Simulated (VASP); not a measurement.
# CsRbMg6 (Amm2) in VASP: reference runs, part 2 of 2

VASP 6.6.1.

**3. Single point, PBE (atoms moved at random, drawn with an rms of 0.05 Å)**

INCAR reads:

```
ALGO = Normal
EDIFF = 1E-7
ENCUT = 520
GGA = PE
ISIF = 2
ISMEAR = -1
LASPH = True
LCHARG = False
LREAL = False
LWAVE = False
NBANDS = 25
NELM = 60
PREC = Accurate
SIGMA = 0.05
```

KPOINTS reads:

```
k-points
0
Gamma
  5 5 5
```

POSCAR reads:

```
CsRbMg6
1.0
    5.5492690000      0.0000000000      0.0000000000
    0.0000000000      3.1856700000      8.3617890000
    0.0000000000     -3.1856700000      8.3617890000
Cs Rb Mg
1 1 6
Direct
    0.5016180000      0.6949250000      0.6786990000
    0.5030720000      0.1861220000      0.1856150000
    0.0032510000      0.8628370000      0.8664240000
   -0.0030130000      0.3595750000      0.3581070000
   -0.0037620000      0.2737320000      0.7810870000
   -0.0061600000      0.7834460000      0.2687740000
    0.5036250000      0.1685950000      0.6798770000
    0.4951690000      0.6782180000      0.1738930000
```

Potentials or basis: VASP PAW PBE potentials, release 64 (Cs_sv, Rb_sv, Mg).

Run with:

```bash
$ cat potpaw_PBE.64/Cs_sv/POTCAR potpaw_PBE.64/Rb_sv/POTCAR potpaw_PBE.64/Mg/POTCAR > POTCAR
$ mpirun -np 1 vasp_std > vasp.out
```

OUTCAR:

```text
EDIFF = 1E-7
   ENCUT = 520
   GGA = PE
   ISIF = 2
   ISMEAR = -1
   LASPH = True
   LREAL = False
   NELM = 60
   PREC = Accurate

 ion  position               nearest neighbor table
   1  0.502  0.695  0.679-   2 3.14   2 3.24
   2  0.503  0.186  0.186-   1 3.14   1 3.24   4 3.98   4 4.03   6 4.12   5 4.12   5 4.17   6 4.19
                             7 4.31   8 4.33   8 4.62   7 4.64
   3  0.003  0.863  0.866-   6 3.11   5 3.15   4 3.17   4 3.20   8 3.31   7 3.34   7 3.34   8 3.39

   4  0.997  0.360  0.358-   3 3.17   3 3.20   6 3.24   5 3.25   7 3.37   8 3.39   8 3.40   7 3.43
                             2 3.98   2 4.03
[... 894 lines left out ...]
  Total       -3.7011871      3.9611828     -1.9677484      0.0037840     -0.0320613     -0.0073917
  in kB      -20.0579181     21.4669183    -10.6638587      0.0205064     -0.1737504     -0.0400580
  external PRESSURE =      -3.0849529 kB  Pullay stress =       0.0000000 kB

 VOLUME and BASIS-vectors are now :
 -----------------------------------------------------------------------------
  energy-cutoff  :      520.00
  volume of cell :      295.64
      direct lattice vectors                 reciprocal lattice vectors
     5.549269000  0.000000000  0.000000000     0.180203915  0.000000000  0.000000000
     0.000000000  3.185670000  8.361789000     0.000000000  0.156952855  0.059795816
     0.000000000 -3.185670000  8.361789000     0.000000000 -0.156952855  0.059795816

 POSITION                                       TOTAL-FORCE (eV/Angst)
 -----------------------------------------------------------------------------------
      2.78361      0.05169     11.48595        -0.020259     -0.284140     -0.025758
      2.79168      0.00162      3.10839        -0.019535      0.281119     -0.046817
      0.01804     -0.01143     14.45972        -0.016942      0.035527      0.081482
      5.53255      0.00468      6.00111         0.021556     -0.029428      0.183139
      5.52839     -1.61627      8.82017         0.047424      0.121787     -0.090902
      5.51509      1.63958      8.79844         0.017622     -0.128460     -0.051371
      2.79475     -1.62878      7.09474        -0.046101      0.082768     -0.006886
      2.74783      1.60661      7.12517         0.016234     -0.079174     -0.042886
 -----------------------------------------------------------------------------------
    total drift:                                0.000118     -0.000048     -0.000772

  FREE ENERGIE OF THE ION-ELECTRON SYSTEM (eV)
  ---------------------------------------------------
  free  energy   TOTEN  =        -8.5207978451 eV

  energy  without entropy=       -8.4727660778  energy(sigma->0) =       -8.49678196
```

OSZICAR:

```text
N       E                     dE             d eps       ncg     rms          rms(c)
DAV:   1     0.145841797332E+03    0.14584E+03   -0.99472E+03  3150   0.901E+02
DAV:   2     0.113425541781E+02   -0.13450E+03   -0.12917E+03  4245   0.150E+02
DAV:   3    -0.745121042111E+01   -0.18794E+02   -0.18703E+02  4172   0.531E+01
DAV:   4    -0.867065943148E+01   -0.12194E+01   -0.12181E+01  5556   0.106E+01
DAV:   5    -0.867689818065E+01   -0.62387E-02   -0.62381E-02  4195   0.886E-01    0.348E+00
DAV:   6    -0.855130808713E+01    0.12559E+00   -0.17443E-01  4209   0.111E+00    0.225E+00
DAV:   7    -0.852385474315E+01    0.27453E-01   -0.10833E-01  4393   0.108E+00    0.737E-01
DAV:   8    -0.852105817112E+01    0.27966E-02   -0.25220E-02  3880   0.517E-01    0.848E-02
DAV:   9    -0.852083576447E+01    0.22241E-03   -0.31815E-03  4611   0.151E-01    0.517E-02
DAV:  10    -0.852078714927E+01    0.48615E-04   -0.53686E-04  3967   0.865E-02    0.125E-02
DAV:  11    -0.852079637863E+01   -0.92294E-05   -0.42565E-05  4676   0.251E-02    0.526E-03
DAV:  12    -0.852079746424E+01   -0.10856E-05   -0.45144E-06  4336   0.715E-03    0.164E-03
DAV:  13    -0.852079788060E+01   -0.41636E-06   -0.70766E-07  3660   0.285E-03    0.504E-04
DAV:  14    -0.852079784508E+01    0.35522E-07   -0.42962E-08  2771   0.864E-04
   1 F= -.85207978E+01 E0= -.84967820E+01  d E =-.480318E-01
```

Run time: 7.5 min. Hardware: 1 thread of AMD EPYC 9R45 (Zen 5), shared host; peak memory 0.77 GiB.

Results:

```yaml
Free_energy: -8.5208 eV
Pressure: -0.3 GPa
Largest_force: 0.286 eV/Å
Band_gap_on_the_k_mesh: none (metal or under the smearing width)
```

Forces in eV/Å, atoms in the order of the input:
```
Cs  -0.020 -0.284 -0.026
Rb  -0.020  0.281 -0.047
Mg  -0.017  0.036  0.081
Mg   0.022 -0.029  0.183
Mg   0.047  0.122 -0.091
Mg   0.018 -0.128 -0.051
Mg  -0.046  0.083 -0.007
Mg   0.016 -0.079 -0.043
```

The run has no spin-orbit coupling, so splittings on Cs are missing.
